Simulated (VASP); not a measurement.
A run of VASP 6.6.1 is set up as follows.

File INCAR:

```
PREC     = Accurate       # precision mode
ENCUT    = 600            # plane-wave cutoff, eV
EDIFF    = 1E-7           # SCF threshold, eV
ISMEAR   = 0              # smearing method
SIGMA    = 0.02           # smearing width, eV
LREAL    = F              # projectors in reciprocal space
LASPH    = T              # aspherical terms in the spheres
NELM     = 80             # most SCF steps
ALGO     = Normal         # electronic algorithm
ISIF     = 3              # what is computed and relaxed
LWAVE    = F              # write WAVECAR
LCHARG   = F              # write CHGCAR
GGA      = PE             # functional
IBRION   = 2              # ionic algorithm
NSW      = 40             # ionic steps
EDIFFG   = -0.01          # ionic threshold
KPAR     = 2
```

Contents of KPOINTS:

```
Automatic mesh
0
Gamma
  7 7 4
```

File POSCAR:

```
GaB3As4
1.0
    0.0000000000      2.5101477600     -2.5101477600
   -2.5101477600     -5.0202955200     -2.5101477600
   -5.0202955200      2.5101477600      2.5101477600
Ga B As
1 3 4
Direct
    0.7500000000      0.5000000000      0.2500000000
    0.0000000000      0.0000000000      0.0000000000
    0.2500000000      0.5000000000      0.7500000000
    0.5000000000      0.0000000000      0.5000000000
    0.9375000000      0.8750000000      0.3125000000
    0.1875000000      0.3750000000      0.0625000000
    0.4375000000      0.8750000000      0.8125000000
    0.6875000000      0.3750000000      0.5625000000
```

Potentials or basis: VASP PAW PBE potentials, release 64 (Ga_d, B, As).

The run is started by

```sh
$ cat potpaw_PBE.64/Ga_d/POTCAR potpaw_PBE.64/B/POTCAR potpaw_PBE.64/As/POTCAR > POTCAR
$ mpirun -np 2 vasp_std > vasp.out
```

(1) What does it give for the relaxed volume?

(2) Predict the relaxed cell.

## Answers

(1) 16.14 Å³/atom.

(2) a = 3.550 Å, b = 6.178 Å, c = 6.233 Å, α = 99.22°, β = 90.00°, γ = 106.70°.
